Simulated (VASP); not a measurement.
Here is the system:

```
Cl
1.0
    4.93381     0.00000     0.00000
   -2.46691     4.27280     0.00000
    0.00000     0.00000     3.00082
Cl
3
Direct
  0.00000   0.00000   0.00000
  0.33333   0.66667   0.50000
  0.66667   0.33333   0.50000
```

Method: PBE GGA, VASP's PBE PAW potentials (set 64) (plane waves; VASP). Run with 300 eV cut-off, 6×6×9 Γ-centred mesh, Fermi-Dirac smearing of 0.10 eV, potentials Cl.

At this cut-off the stress carries a Pulay error, which pulls relaxed volumes low.

Problem. Give the stress tensor in GPa (positive for a compressed cell).

Solution. 
```
 1.26   0.00   0.00
 0.00   1.26   0.00
 0.00   0.00  -0.38
```
The pressure is its mean diagonal, 0.72 GPa.

The structure was generated: Cl2 was put into an ordered model structure, which need not be its known phase. The cell was not relaxed at this level.
